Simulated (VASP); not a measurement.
Data:

```yaml
crystal:
  lattice:
    - [3.54025, 0.00000, 0.00000]
    - [0.00000, 3.54025, 0.00000]
    - [0.00000, 0.00000, 3.54025]
  atoms:
    - { symbol: Fe, position: [0.00000, 0.00000, 0.00000], spin: 2.9 }
    - { symbol: Ni, position: [0.00000, 0.50000, 0.50000], spin: 0.6 }
    - { symbol: Ni, position: [0.50000, 0.00000, 0.50000], spin: 0.6 }
    - { symbol: Ni, position: [0.50000, 0.50000, 0.00000], spin: 0.6 }
```

The numbers are results of PBE GGA, VASP's PBE PAW potentials (set 64) (plane waves; VASP), not measurements. Numerical set-up: 400 eV cut-off, 10×10×10 Γ-centred mesh, tetrahedra with Blöchl corrections, potentials Fe Ni.

The cores are frozen, which limits the accuracy of field gradients.

Problem. Give the principal components of the electric field gradient (V/Å²) and the asymmetry η at each nucleus.

Solution. 
| atom | Vxx | Vyy | Vzz | η |
|---|---|---|---|---|
| Fe1 | 0.0 | 0.0 | 0.0 | - |
| Ni2 | -1.4 | -1.4 | 2.9 | 0.00 |
| Ni3 | -1.4 | -1.4 | 2.9 | 0.00 |
| Ni4 | -1.4 | -1.4 | 2.9 | 0.00 |

The compound is Ni3Fe in the L1_2 structure. It was relaxed first.
